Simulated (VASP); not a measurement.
Computed with PBE GGA, VASP's PBE PAW potentials (set 64) (plane waves; VASP).

VASP ran on this input.

**KPOINTS**
```
Regular mesh
0
Gamma
 9 9 5
```

### INCAR
```
SYSTEM = ZnS
PREC = Accurate
ENCUT = 400
EDIFF = 1E-7
NELM = 100
ALGO = Normal
LREAL = .FALSE.
LASPH = .TRUE.
ISMEAR = 0
SIGMA = 0.01
GGA = PE
LMAXMIX = 4
LWAVE = .FALSE.
LCHARG = .FALSE.
LOPTICS = .TRUE.
NBANDS = 66
NEDOS = 1001
CSHIFT = 0.1
```

**POSCAR**
```
ZnS
1.0
  1.9224926603  -3.3298549215   0.0000000000
  1.9224926603   3.3298549215   0.0000000000
  0.0000000000   0.0000000000   6.2991473197
Zn S
2 2
Direct
  0.6666670000   0.3333330000   0.5001177716
  0.3333330000   0.6666670000   0.0001177716
  0.6666670000   0.3333330000   0.8748822284
  0.3333330000   0.6666670000   0.3748822284
```

POTCAR, in this order: Zn S (PBE.64 set). Program: vasp_std.

The run wrote:

OUTCAR:
```
 ion  position               nearest neighbor table
   1  0.667  0.333  0.500-   4 2.36   4 2.36   4 2.36   3 2.36
   2  0.333  0.667  0.000-   3 2.36   3 2.36   3 2.36   4 2.36
   3  0.667  0.333  0.875-   2 2.36   2 2.36   2 2.36   1 2.36
   4  0.333  0.667  0.375-   1 2.36   1 2.36   1 2.36   2 2.36
  LATTYP: Found a hexagonal cell.
 ALAT       =     3.8449852831
 C/A-ratio  =     1.6382760546
 Subroutine PRICEL returns:
 Original cell was already a primitive cell.
 Subroutine GETGRP returns: Found 12 space group operations
The static configuration has the point symmetry C_3v.
 The point group associated with its full space group is C_6v.
The dynamic configuration has the point symmetry C_3v.
 Subroutine INISYM returns: Found 12 space group operations
 Subroutine IBZKPT returns following result:
 Found     36 irreducible k-points:

 Following reciprocal coordinates:
            Coordinates               Weight
  0.000000  0.000000  0.000000      1.000000
  0.111111  0.000000  0.000000      6.000000
  0.222222 -0.000000  0.000000      6.000000
  0.333333  0.000000  0.000000      6.000000
  0.444444 -0.000000  0.000000      6.000000
  0.111111  0.111111  0.000000      6.000000
  0.222222  0.111111  0.000000     12.000000
  0.333333  0.111111  0.000000     12.000000
  0.444444  0.111111  0.000000      6.000000
  0.222222  0.222222  0.000000      6.000000
  0.333333  0.222222  0.000000     12.000000
  0.333333  0.333333  0.000000      2.000000
  0.000000  0.000000  0.200000      2.000000
  0.111111  0.000000  0.200000     12.000000
  0.222222 -0.000000  0.200000     12.000000
  0.333333  0.000000  0.200000     12.000000
  0.444444 -0.000000  0.200000     12.000000
  0.111111  0.111111  0.200000     12.000000
  0.222222  0.111111  0.200000     24.000000
  0.333333  0.111111  0.200000     24.000000
  0.444444  0.111111  0.200000     12.000000
  0.222222  0.222222  0.200000     12.000000
  0.333333  0.222222  0.200000     24.000000
  0.333333  0.333333  0.200000      4.000000
  0.000000  0.000000  0.400000      2.000000
  0.111111  0.000000  0.400000     12.000000
  0.222222 -0.000000  0.400000     12.000000
  0.333333  0.000000  0.400000     12.000000
  0.444444 -0.000000  0.400000     12.000000
  0.111111  0.111111  0.400000     12.000000
  0.222222  0.111111  0.400000     24.000000
  0.333333  0.111111  0.400000     24.000000
  0.444444  0.111111  0.400000     12.000000
  0.222222  0.222222  0.400000     12.000000
  0.333333  0.222222  0.400000     24.000000
  0.333333  0.333333  0.400000      4.000000
   k-points           NKPTS =     36   k-points in BZ     NKDIM =     36   number of bands    NBANDS=     66
   number of dos      NEDOS =   1001   number of ions     NIONS =      4
   total plane-waves  NPLWV =  32928
   dimension x,y,z NGX =    28 NGY =   28 NGZ =   42
   dimension x,y,z NGXF=    56 NGYF=   56 NGZF=   84
   ions per type =               2   2
   PREC   = accura    normal or accurate (medium, high low for compatibility)
   ISTART =      0    job   : 0-new  1-cont  2-samecut
   ICHARG =      2    charge: 1-file 2-atom 10-const
   ISPIN  =      1    spin polarized calculation?
   LNONCOLLINEAR =      F non collinear calculations
   LSORBIT =      F    spin-orbit coupling
   INIWAV =      1    electr: 0-lowe 1-rand  2-diag
   ENCUT  =  400.0 eV  29.40 Ry    5.42 a.u.   6.27  6.27 10.27*2*pi/ulx,y,z
   NELM   =    100;   NELMIN=  2; NELMDL= -5     # of ELM steps
   EDIFF  = 0.1E-06   stopping-criterion for ELM
   LREAL  =      F    real-space projection
   NLSPLINE    = F    spline interpolate recip. space projectors
   LMAXMIX     =    4 max onsite mixed and CHGCAR
...
```

### OSZICAR
```
       N       E                     dE             d eps       ncg     rms          rms(c)
DAV:   1     0.266823530042E+03    0.26682E+03   -0.10185E+04  5130   0.544E+02
DAV:   2     0.229669005314E+02   -0.24386E+03   -0.20735E+03  4824   0.170E+02
DAV:   3    -0.135407223289E+02   -0.36508E+02   -0.35130E+02  5560   0.602E+01
DAV:   4    -0.145415418382E+02   -0.10008E+01   -0.99820E+00  5526   0.107E+01
DAV:   5    -0.145454982860E+02   -0.39564E-02   -0.39561E-02  5344   0.666E-01    0.961E+00
DAV:   6    -0.137441325529E+02    0.80137E+00   -0.29324E-01  6898   0.144E+01    0.729E+00
DAV:   7    -0.136913471297E+02    0.52785E-01   -0.21412E-01  5726   0.205E+00    0.344E+00
DAV:   8    -0.136905769190E+02    0.77021E-03   -0.76239E-03  5750   0.959E-01    0.681E-01
DAV:   9    -0.136902481894E+02    0.32873E-03   -0.31845E-03  5380   0.211E-01    0.100E-01
DAV:  10    -0.136903657754E+02   -0.11759E-03   -0.33163E-04  5616   0.519E-02    0.104E-01
DAV:  11    -0.136904708134E+02   -0.10504E-03   -0.12135E-05  5282   0.113E-02    0.438E-02
DAV:  12    -0.136905694283E+02   -0.98615E-04   -0.71624E-05  5212   0.229E-02    0.141E-02
DAV:  13    -0.136905706114E+02   -0.11831E-05   -0.18514E-06  5688   0.392E-03    0.369E-03
DAV:  14    -0.136905706962E+02   -0.84870E-07   -0.20757E-07  5220   0.167E-03
   1 F= -.13690571E+02 E0= -.13690571E+02  d E =-.108133E-30
 imaginary and real dielectric function
```

File OUTCAR:
```
------------------------ aborting loop because EDIFF is reached ----------------------------------------
  FORCE on cell =-STRESS in cart. coord.  units (eV):
  Direction    XX          YY          ZZ          XY          YZ          ZX
  --------------------------------------------------------------------------------------
  Total       -0.0102863     -0.0102863      0.0302207      0.0000000      0.0000000     -0.0000000
  in kB       -0.2043477     -0.2043477      0.6003614      0.0000000      0.0000000     -0.0000000
  external PRESSURE =       0.0638887 kB  Pullay stress =       0.0000000 kB
  volume of cell :       80.65
      direct lattice vectors                 reciprocal lattice vectors
     1.922492660 -3.329854921  0.000000000     0.260079016 -0.150156692  0.000000000
     1.922492660  3.329854921  0.000000000     0.260079016  0.150156692  0.000000000
     0.000000000  0.000000000  6.299147320     0.000000000  0.000000000  0.158751645
  FREE ENERGIE OF THE ION-ELECTRON SYSTEM (eV)
  ---------------------------------------------------
  free  energy   TOTEN  =       -13.6905706962 eV

  energy  without entropy=      -13.6905706962  energy(sigma->0) =      -13.69057070

 plasma frequency squared (from intraband transitions) (eV^2)
  --------------------------------------------------------------------------------------
       0.000       0.000       0.000
      -0.000       0.000       0.000
       0.000       0.000       0.000

 plasma frequency squared (from interband transitions, int dw w eps(2)(w)) (eV^2)
  --------------------------------------------------------------------------------------
     312.981       0.000       0.000      -0.000       0.000      -0.000
      -0.000       0.000     312.981       0.000       0.000       0.000
       0.000       0.000       0.000      -0.000     312.792       0.000
```
(Selected blocks of OUTCAR.)

The dielectric response may not be converged in the k-mesh; for small gaps it tends to come out too large.

The compound is ZnS in the wurtzite structure, the high-temperature form. It was relaxed first.
